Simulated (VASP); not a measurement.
TiCo (CsCl type) is relaxed at rising pressure, each step from the one before. Symmetry mostly holds the structure type, and other phases were not tried. The mesh follows the cell, and a change of mesh leaves a small step in the series.

Input:

```
CELL_PARAMETERS angstrom
      2.96874     0.00000     0.00000
      0.00000     2.96874     0.00000
      0.00000     0.00000     2.96874
ATOMIC_POSITIONS crystal
  Ti 0.00000 0.00000 0.00000
  Co 0.50000 0.50000 0.50000
```

The numbers are results of PBE GGA, VASP's PBE PAW potentials (set 64) (plane waves; VASP), not measurements. Run with 500 eV cut-off, 12×12×12 Γ-centred mesh, first-order Methfessel-Paxton smearing of 0.10 eV, potentials Ti_sv Co.

| P (GPa) | V (Å³/atom) | H − H(0) (eV/atom) | space group | gap on the mesh (eV) | k-mesh |
|---|---|---|---|---|---|
| 0 | 13.08 | 0.000 | Pm-3m | 0.00 | 12×12×12 |
| 5 | 12.74 | 0.403 | Pm-3m | 0.00 | 12×12×12 |
| 10 | (withheld) | (withheld) | Pm-3m | 0.00 | 12×12×12 |
| 20 | (withheld) | (withheld) | Pm-3m | 0.00 | 13×13×13 |
| 30 | 11.50 | 2.284 | Pm-3m | 0.00 | 13×13×13 |
| 45 | 10.97 | 3.335 | Pm-3m | 0.00 | 13×13×13 |

Q: What belongs in the gaps?

A: 
- 20, V (Å³/atom): 11.93
- 20, H − H(0) (eV/atom): 1.553
- 10, V (Å³/atom): 12.43
- 10, H − H(0) (eV/atom): 0.796

Pressures at which the relaxation failed are left out.

The compound is TiCo in the CsCl type structure. The run is not spin-polarised, so no magnetic state was tried. The electron count is odd and the run is not spin-polarised, which forces a metal.
